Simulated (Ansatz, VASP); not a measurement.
**One calculation of FeB3, two programs**

```xyz
4
Lattice="0.0000 2.3911 2.3911 2.3911 0.0000 2.3911 2.3911 2.3911 0.0000" Properties=species:S:1:pos:R:3 pbc="T T T"
Fe    0.0000    0.0000    0.0000
B     1.1955    1.1955    1.1955
B     3.5866    3.5866    3.5866
B     2.3911    2.3911    2.3911
```

Alike in both runs: functional PBE; k mesh 16 × 16 × 16; occupations gaussian, width 0.1 eV; no spin polarisation.

Ansatz relaxed the structure, and its values are those at the end. VASP's run is a single point on that final structure, the one shown.

|  | VASP | Ansatz |
| --- | --- | --- |
| version | VASP 6.6.1 | Ansatz 0.2.0 |
| potentials or method | VASP PAW PBE potentials, release 64 (Fe, B) | scalar-relativistic, plane waves, PAW |
| plane-wave cutoff (eV) | 520 | 420 |
| valence electrons in the cell | 17 | 25 |

```csv
,VASP,Ansatz,Ansatz less VASP
gap on the k mesh at the Fermi level (eV),none,none,-
pressure (GPa),0.6,0.0,-0.64
```

A gap of «none» marks a metal or a gap that the smearing closes. The functional is the same, so the differences come from potentials, cutoffs and numerics. The two sets of potentials don't hold the same shells in valence.

Spin polarisation is off, so any magnetic state and its effect on volume and gap are missing.
